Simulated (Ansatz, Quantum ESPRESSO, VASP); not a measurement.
One structure in several programs: CoSi₂ (Fm-3m, 3 atoms in the cell)

Self-consistent single point.

```yaml
crystal:
  lattice:
    - [0.00000, 2.68000, 2.68000]
    - [2.68000, 0.00000, 2.68000]
    - [2.68000, 2.68000, 0.00000]
  atoms:
    - { symbol: Co, position: [0.00000, 0.00000, 0.00000] }
    - { symbol: Si, position: [0.25000, 0.25000, 0.25000] }
    - { symbol: Si, position: [0.75000, 0.75000, 0.75000] }
```

All programs got the same cell, k-point mesh and kind of occupations (in Ansatz's words: kpoints.mp_grid.grid = 14 14 14; scf.occupations.method = gaussian; scf.occupations.width = 0.272 eV); potentials, basis and cutoffs are each program's usual ones.

```tsv
code	model	pressure (GPa)	cutoff
Quantum ESPRESSO	PBE, PSlibrary ultrasoft (PBE) pseudopotentials	-0.06	50 Ry
VASP	PBE, VASP's PBE PAW potentials (set 64)	-0.29	300 eV
Ansatz	PBE, default PAW files	0.00	420 eV
```

The spread over the programs that give each value: pressure within 0.29 GPa.

The starting cell has typed, rounded lattice constants, without a prior relaxation at this level. On Ansatz's run: Spin polarisation is off.

**Question.** Why do the programs differ, and what cannot be compared?

**Answer.** Differences of this kind can come from the potentials, where these differ, and from what each basis and cutoff leave unconverged. The valence holds different numbers of electrons (Quantum ESPRESSO 17, VASP 17, Ansatz (a program for electronic structure) 25). The zero of total energies and Fermi levels follows the potentials and each program's conventions, so they are not compared here. Ansatz's pressure is given at a fixed set of plane waves, as the other plane-wave codes print theirs; with its correction for the finite basis it is 0.07 GPa.

VASP's run is marked for a possible Pulay error in its stress at this cutoff; no cutoff test was made.

Left out of this page: ABINIT, GPAW, Elk, FLEUR and SIESTA (not drawn, or without a comparable value).

Keys are those of Ansatz 0.2.
